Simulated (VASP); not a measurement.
```xyz
2
Lattice="0.0000 2.2550 2.2550 2.2550 0.0000 2.2550 2.2550 2.2550 0.0000" Properties=species:S:1:pos:R:3 pbc="T T T"
Ta     0.0000     0.0000     0.0000
C      2.2550     2.2550     2.2550
```

Computed with rev-vdW-DF2, VASP's PBE PAW potentials (set 64) (plane waves; VASP). Run with 520 eV cut-off, 14×14×14 Γ-centred mesh, first-order Methfessel-Paxton smearing of 0.10 eV, potentials Ta_pv C.

**Question.** The job: TaC (rock salt), 2 atoms, rev-vdW-DF2, static run, 520 eV, 14×14×14 Γ-centred mesh. Roughly how much core time does it take on a busy server core?

**Answer.** About 60 core-seconds (one run on a shared machine, a rough figure). It had 104 irreducible k-points, 11 bands, up to 636 plane waves and 14 electronic steps.

The compound is TaC in the rock salt structure. This cell is one point of a volume scan, at 1.03 of the reference volume.
